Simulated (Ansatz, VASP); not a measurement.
# Ti2CSO (Ti2COS MXene monolayer): VASP beside Ansatz

Wanted: the spread between two codes on one cell, functional and k mesh. The structure shown is the start of the Ansatz relaxation below; VASP solves that cell, so the two are compared at the walk's first step.

Method: plane waves, with VASP 6.6.1 beside it; single point at PBE with D3(BJ), in Ansatz 0.2.0.

### Step 1. The starting structure

The cell holds 5 atoms: 1 S, 2 Ti, 1 C and 1 O. Cell: a = 3.100 Å, b = 3.100 Å, c = 41.576 Å, α = 90.0°, β = 90.0°, γ = 120.0°. Vacuum lies along c.

### Step 2. Ansatz: relaxation, PBE with D3(BJ)

Ansatz runs on its default PAW (the set named soft_2) files.

The two programs are compared at the cell with which this relaxation starts, whose forces are those of its first step.

input.yaml reads:

```yaml
crystal:
  lattice:
    - [3.10024, 0.0, 0.0]
    - [-1.55012, 2.6848865978, 0.0]
    - [0.0, 0.0, 41.5757761196]
  atoms:
    - { symbol: S, position: [0.3333333333, 0.6666666667, 0.4365522834] }
    - { symbol: Ti, position: [0.6666666667, 0.3333333333, 0.4781864768], spin: 1.0 }
    - { symbol: C, position: [0.0, 0.0, 0.5076091892] }
    - { symbol: Ti, position: [0.3333333333, 0.6666666667, 0.5370319017], spin: 1.0 }
    - { symbol: O, position: [0.6666666667, 0.3333333333, 0.5634477166] }
  periodic: [true, true, false]
magnetization:
  spin_polarized: true
kpoints:
  mp_grid: { grid: [12, 12, 1] }
hamiltonian:
  xc: pbe
  dispersion: d3bj
scf:
  occupations: { method: fermi_dirac, width: 0.05 }
  convergence: { dr2_threshold: 1.0e-09 }
relax:
  f_tol: 0.004
  max_steps: 90
  cell: {}
output:
  write_potential: true
  write_density: true
  volumetric_format: npy
```

On the command line:

```
> ansatz run input.yaml --threads 2 --pin off --max-ram 3072MiB --backend cpu --events-out ev --progress --plain --runs-dir out
```

Numbers of over 12 decimals in the logs are rounded to 6 here.

Log:

```text
Warning: relax.cell: scf.convergence.dr2_threshold = 1e-9 eV is looser than the 2.14271018868e-10 eV advised for a relaxation that steers and ends on the stress (1e-10 eV for each atom of the cell: 5, times the square of relax.cell.stress_2d_tol = 0.05 N/m over 15.3 Å (the atoms' height at the walk's start and 5 Å past either face), 3.273e-2 GPa, over a crystal's default 0.05). What an SCF threshold leaves in a stress goes as its square root, and in the free energy as the threshold itself, and one threshold admits the most on a small cell: [figures from the program's tests cut] Set scf.convergence.dr2_threshold to 2.14271018868e-10 eV or tighter. [rest of the remark cut]
Engine: ansatz 0.2.0, x86_64-unknown-linux-gnu
Pseudopotentials: kind: paw
Pseudopotential: S, paw, valence charge 6, recommended cutoff 420 eV (normal), S.paw.azcp
Pseudopotential: Ti, paw, valence charge 12, recommended cutoff 420 eV (normal), Ti.paw.azcp
Pseudopotential: C, paw, valence charge 4, recommended cutoff 420 eV (normal), C.paw.azcp
Pseudopotential: O, paw, valence charge 6, recommended cutoff 420 eV (normal), O.paw.azcp
Functional definition: PBE
  parameter kappa = 0.804
  parameter beta = 0.066725
  exchange = pbe_x(kappa = kappa, mu = beta*pi^2/3)
  correlation = pbe_c(beta = beta)
Crystal: 5 atoms, lattice volume = 346.068 Å³
Basis set: ecut = 420 eV, 6751 PW (Γ), exchange–correlation on 48×48×576 points (8 copies of the dense FFT grid, shifted against one another)
Bands: 26, of which v1, the nominal top of the filled ones, is band 20 counted from 1 (19 counted from 0)
Symmetry: 6 space group operations
Space group: P3m1 (ITA 156), of the structure as read, at distance tolerance 7.0e-5 Å
Magnetic group: BNS 156.49 (UNI 1279), of the structure as read, at distance tolerance 7.0e-5 Å
k-points: 19 of 144 (time reversal used)
Non-local potential: S, projectors of the file, l = 0: 2, l = 1: 2, l = 2: 2
Non-local potential: Ti, projectors of the file, l = 0: 3, l = 1: 2, l = 2: 3, l = 3: 1
Non-local potential: C, projectors of the file, l = 0: 2, l = 1: 2, l = 2: 1
Non-local potential: O, projectors of the file, l = 0: 2, l = 1: 2, l = 2: 1
PAW form: soft (Blöchl's): semilocal exchange-correlation on the pseudo side does not see the compensation charge
PAW one-centre angular grid: S, 110 points (default); XC on 64 Gauss nodes
PAW one-centre angular grid: Ti, 590 points (default); XC on 64 Gauss nodes
PAW one-centre angular grid: C, 110 points (default); XC on 64 Gauss nodes
PAW one-centre angular grid: O, 110 points (default); XC on 64 Gauss nodes
Initial density: superposition of atomic densities (neutral atoms: chi_scale 0, normalization atom)
Starting moments: Σ|m| = 2 μB on 2 of 5 sites
Initial wavefunctions: pseudopotential atomic-orbital guess
Functional: x = pbe(κ = 0.804, μ = 0.219515), c = pbe(β = 0.066725)
SCF iter   1: F=—  HF=-6731.177187 eV  |F-HF|=—  |Δ(HF+E_count)|=         —  Δρ=4.01e-2 (↑4.01e-2 ↓3.10e-2)  dr2=3.32e1  dr2_m=4.84e-1  M=0.727 μB ∫|m|=0.901 μB  β_m=0.30  ethr=3.10e-3  ⟨swp⟩=11.6  Hψ=6877  notcnv=0
Mixer restart at iter 1: flushing history
preconditioner: auto → LDOS  [metal: Δε(μ)=0.025 eV  Ē_g=9.013 eV  σ=0.050 eV  W_gap=0.13  n_scr=24 (ndim 8)  ℏωp=9.8 eV  f_vac=0.783  D(μ)=2.60/eV (n_scr^D=14)]
spin=Collinear: LDOS preconditioning applied to the charge; magnetization (m = ρ↑ − ρ↓) channel mixes plain (no charge-response kernel on spin).
SCF iter   2: F=—  HF=-6726.753689 eV  |F-HF|=—  |Δ(HF+E_count)|=    4.42e0  Δρ=2.07e-2 (↑2.07e-2 ↓1.41e-2)  dr2=7.99e0  dr2_m=2.68e-1  M=0.535 μB ∫|m|=0.774 μB  β_m=0.43  ethr=3.10e-3  ⟨swp⟩=4.9  Hψ=3092  notcnv=0  defer=27
SCF iter   3: F=—  HF=-6725.681673 eV  |F-HF|=—  |Δ(HF+E_count)|=    1.07e0  Δρ=7.04e-3 (↑6.33e-3 ↓7.04e-3)  dr2=1.27e-1  dr2_m=7.73e-2  M=0.244 μB ∫|m|=0.528 μB  β_m=0.61  ethr=3.10e-3  ⟨swp⟩=3.8  Hψ=2751  notcnv=0  defer=28
SCF iter   4: F=—  HF=-6725.911378 eV  |F-HF|=—  |Δ(HF+E_count)|=         —  Δρ=5.09e-3 (↑5.09e-3 ↓2.82e-3)  dr2=5.45e-2  dr2_m=4.31e-2  M=0.034 μB ∫|m|=0.199 μB  β_m=0.61  ethr=3.18e-4  ⟨swp⟩=4.3  Hψ=2587  notcnv=0  defer=30
SCF iter   5: F=—  HF=-6725.899676 eV  |F-HF|=—  |Δ(HF+E_count)|=   1.17e-2  Δρ=1.63e-3 (↑1.63e-3 ↓1.44e-3)  dr2=1.87e-3  dr2_m=6.95e-3  M=0.011 μB ∫|m|=0.117 μB  β_m=0.81  ethr=1.36e-4  ⟨swp⟩=3.3  Hψ=1971  notcnv=0  defer=30
[...]
Initial wavefunctions: pseudopotential atomic-orbital guess (no wavefunctions were taken with the density)
iter 1 solved again at ethr=7.85e-8 eV; its pass at ethr=3.10e-3 eV (dr2=3.14e-5 eV) is discarded
SCF iter   1: F=—  HF=-6726.371637 eV  |F-HF|=—  |Δ(HF+E_count)|=         —  Δρ=1.61e-5 (↑1.61e-5 ↓1.61e-5)  dr2=5.65e-7  dr2_m=6.77e-12  M=0.000 μB ∫|m|=0.000 μB  β_m=0.65  ethr=7.85e-8  ⟨swp⟩=6.3  Hψ=11740  notcnv=0
preconditioner: auto → LDOS  [metal: Δε(μ)=0.095 eV  Ē_g=7.970 eV  σ=0.050 eV  W_gap=0.44  n_scr=22 (ndim 8)  ℏωp=9.8 eV  f_vac=0.797  D(μ)=1.12/eV (n_scr^D=10)]
spin=Collinear: LDOS preconditioning applied to the charge; magnetization (m = ρ↑ − ρ↓) channel mixes plain (no charge-response kernel on spin).
SCF iter   2: F=—  HF=-6726.371745 eV  |F-HF|=—  |Δ(HF+E_count)|=   1.08e-4  Δρ=5.58e-6 (↑5.58e-6 ↓5.57e-6)  dr2=1.93e-7  dr2_m=2.58e-12  M=0.000 μB ∫|m|=0.000 μB  β_m=0.53  ethr=1.41e-9  ⟨swp⟩=3.6  Hψ=2340  notcnv=0
SCF iter   3: F=—  HF=-6726.371745 eV  |F-HF|=—  |Δ(HF+E_count)|=   1.28e-7  Δρ=2.58e-6 (↑2.57e-6 ↓2.58e-6)  dr2=3.09e-8  dr2_m=1.53e-12  M=0.000 μB ∫|m|=0.000 μB  β_m=0.61  ethr=4.83e-10  ⟨swp⟩=2.6  Hψ=1551  notcnv=0
SCF iter   4: F=—  HF=-6726.371745 eV  |F-HF|=—  |Δ(HF+E_count)|=   2.24e-8  Δρ=5.64e-7 (↑5.64e-7 ↓5.58e-7)  dr2=8.21e-9  dr2_m=2.85e-13  M=0.000 μB ∫|m|=0.000 μB  β_m=0.56  ethr=7.73e-11  ⟨swp⟩=2.8  Hψ=1720  notcnv=0
SCF iter   5: F=-6726.371745 eV  HF=-6726.371745 eV  |F-HF|=9.45e-9  |Δ(HF+E_count)|=   1.29e-8  Δρ=1.36e-7 (↑1.36e-7 ↓1.33e-7)  dr2=2.43e-10  dr2_m=8.81e-14  M=0.000 μB ∫|m|=0.000 μB  ethr=2.50e-12  ⟨swp⟩=12.4  Hψ=8418  notcnv=0
the starting moments were not kept: the SCF closed with an absolute magnetisation of 7.5e-7 μB, where they sum to 2 μB in size (2 sites). That is at most 0.1 of that sum. Measured as dr2_m measures the in/out step, that magnetisation stands 7.0e-14 eV from none, at or under the dr2_threshold of 1.0e-9 eV: it is no larger than a step whose dr2_m would equal this threshold.
SCF 8 converged in 5 iterations: F = -6726.371745 eV  dr2 = 2.43e-10
relax step   8: F+E_penalty+E_count = -6726.37174506 eV  Δ(F+E_penalty+E_count) = +1.450e-3 eV  max|allowed force component| = 3.397e-4 eV/Å  Δτ_max = 0.0000 Å  P = -0.041 N/m  Ω = 341.095 Å³  fix = [c, alpha, beta]  reactions: c -0.000 N/m  stress off target by 4.11e-2 N/m on what of the cell is left free  SCF on the basis re-selected at this cell (its energy is not comparable with the rows above)  (5 SCF iters)
basis re-selected at this cell: Δ(F+E_penalty+E_count) = +1.450e-3 eV, ΔP = -0.039 N/m vs the last step (what re-selecting the basis moved, of the pressure what is left beyond the Pulay correction that the steps carried, after the strain that the cell walked since its last selection, with what the two solves' SCF thresholds leave and, on support functions, any second-order correction that the steps lacked; it is no m [...]
WARN: The input density's exchange-correlation potential varies sharply where the density is thin. Do not read a vacuum level from v_tot or v_xc, or from such a field of the output density. On a cell that repeats whose density bears no net charge and no dipole along the vacuum's axis use v_es (v_loc + v_h of the components); under efield.dipole_correction with no amplitude use v_es + v_field, which holds any external [...]
SCF converged after 5 iterations
Magnetization: 0.0000 μB (20.0000 up, 20.0000 down)
Absolute magnetization: 0.0000 μB (∫|ρ↑−ρ↓|, with the PAW one-centre terms)
Spin contamination: 0.0000 ħ² per cell (⟨S²⟩ above its minimum at these occupations)
Per-site moments (μB) at R_I (Å): [(-1.0970308108562213e-7, 0.986442), (1.7220649491604037e-7, 0.881290), (-1.584040349421385e-7, 0.881290), (8.556930251414708e-8, 0.818487), (8.395820019153e-10, 0.818487)]
Free energy (F): -6726.371745 eV
Harris-Foulkes:  -6726.371745 eV  (|F-HF|=9.45e-9)
Internal energy: -6726.362790 eV  (E = F + TS)
E sigma→0 (E₀):  -6726.367268 eV
Entropy (-TS):   -0.008955 eV (-1.791 meV/atom)
Fermi energy:    -5.785931 eV
--- Per-component energies (eV) ---
  E_band       = -1004.915023
  E_kinetic    = 918.008703
  E_local      = -150162.976871  (includes V_loc(G=0)·N_el)
  E_nonlocal   = 113.299976
  E_hartree    = 74500.112729
  E_xc         = -417.214587
  E_vxc        = -489.513302  (∫ρ·V_xc dr)
  E_paw        = -2949.433661  (= ΣΔE_a)
  E_vpaw       = -383.962111  (= ΣTr[D̂ρ^β])
  E_aug_tail   = 0.002750  (compensation charges beyond the density's cutoff)
  E_ewald      = 71273.307415
  E_disp       = -1.469245  (pairwise vdW)
  E_smearing   = -0.008955  (= −TS)
  E_closure    = 0.000000  (closes the sum)
  Σ components = -6726.371745   (vs F -6726.371745, Δ=0.00e0)
--- Forces (eV/Å), atoms counted from 1 ---
  atom   1  S      0.00000000    -0.00000000     0.00007234
  atom   2  Ti     0.00000000     0.00000000    -0.00008948
  atom   3  C      0.00000000    -0.00000000     0.00009347
  atom   4  Ti    -0.00000000     0.00000000     0.00026783
  atom   5  O      0.00000000     0.00000000    -0.00033857
  max |Σ_I F_I| component: 5.59e-6 eV/Å
--- 2D stress c σ (N/m, compression-positive) ---
       -0.041147       0.000000       0.000000
        0.000000      -0.041147       0.000000
        0.000000       0.000000      -0.000000
  P = ½ c Tr σ = -0.0411 N/m
--- Band table (eV; the first three rows and the last of 38) ---
  k-point 0 ↑: bands = [... 16 lower, -7.6739, -7.0352, -5.1526, -5.1526, -4.8224, -4.8224, -4.5797, -4.0125, ... 2 higher]
  k-point 1 ↑: bands = [... 16 lower, -7.6828, -6.8561, -5.8600, -5.5801, -4.9931, -4.5365, -4.2188, -3.9127, ... 2 higher]
  k-point 2 ↑: bands = [... 16 lower, -7.7384, -7.3306, -6.6141, -6.0202, -5.2949, -4.4309, -3.9954, -3.7427, ... 2 higher]
  k-point 18 ↓: bands = [... 16 lower, -9.3556, -8.6233, -8.4056, -8.1220, -4.5034, -4.3168, -3.4160, -3.1686, ... 2 higher]
  the weakly bound empty levels are not read free of the cell's end (no_gap_told)
--- Relaxed structure (7 steps of the walk, 7 accepted, 1 SCFs on fresh bases) ---
  F+E_penalty+E_count = -6726.37174506 eV   max|allowed force component| = 3.397e-4 eV/Å   (the final SCF, on the basis selected at the relaxed cell)
  cell:  # Å, volume = 341.0948 Å³
    - [3.077883, -8.273821433021926e-19, 0]
    - [-1.538941, 2.665525, 0]
    - [0, 0, 41.5757761196]
  atoms:
    - { symbol: S, position: [0.333333, 0.666667, 0.439725] }
    - { symbol: Ti, position: [0.666667, 0.333333, 0.478215] }
    - { symbol: C, position: [4.3025479687444e-19, 0, 0.506742] }
    - { symbol: Ti, position: [0.333333, 0.666667, 0.538456] }
    - { symbol: O, position: [0.666667, 0.333333, 0.559689] }
```

(Continued in part 2 of 2.)

[Lines on the potential files, build, host, timing and source positions are cut from VASP's logs without a mark.]

[Logs are printed without paths, hosts, clocks, repeated set-up lines and the standing remarks that a program may print on its own settings, such as how far it seeks lower states.]

[Hosts, paths, dates, database ids (printed as entryN), source tags and the programs' standing remarks are cut or masked in the printed files.]
